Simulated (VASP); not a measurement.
Crystal: SiC.

```xyz
4
Lattice="3.0760 0.0000 0.0000 -1.5380 2.6639 0.0000 0.0000 0.0000 5.0480" Properties=species:S:1:pos:R:3 pbc="T T T"
Si    0.0000    1.7759    0.0000
Si    1.5380    0.8880    2.5240
C     0.0000    1.7759    1.9435
C     1.5380    0.8880    4.4675
```

```yaml
Program: VASP 6.6.1
Task: relaxation of cell and atoms
Functional: PBE
Potentials_or_basis: VASP PAW PBE potentials, release 64 (Si, C)
Cutoff: 520 eV
k_mesh: 12 × 12 × 6
Occupations: gaussian, width 0.02 eV
Spin: no spin polarisation
```

At the start: pressure 3.6 GPa; volume 10.34 Å³/atom.

Task: Where does the relaxation end?

Result: Over 7 steps the energy falls by 10.7 meV/atom and the volume is 10.50 Å³/atom (+1.5 %); space group P6_3mc (No. 186, to 0.05 Å).

The path:
```csv
step,energy change (eV),largest force (eV/Å),pressure (GPa),volume (Å³)
1,0.0000,0.7527,3.64,41.36
2,-0.0031,0.6251,-3.55,42.78
3,-0.0397,0.0848,-0.46,42.09
4,-0.0427,0.0261,0.06,41.99
5,-0.0428,0.0125,0.00,42.00
6,-0.0428,0.0113,0.00,42.00
7,-0.0428,0.0001,0.00,42.00
```

Final structure:
```
CELL_PARAMETERS angstrom
3.09171 0.00000 0.00000
-1.54585 2.67750 0.00000
0.00000 0.00000 5.07408
ATOMIC_POSITIONS crystal
Si 0.33333 0.66667 0.00458
Si 0.66667 0.33333 0.50458
C 0.33333 0.66667 0.38042
C 0.66667 0.33333 0.88042
```
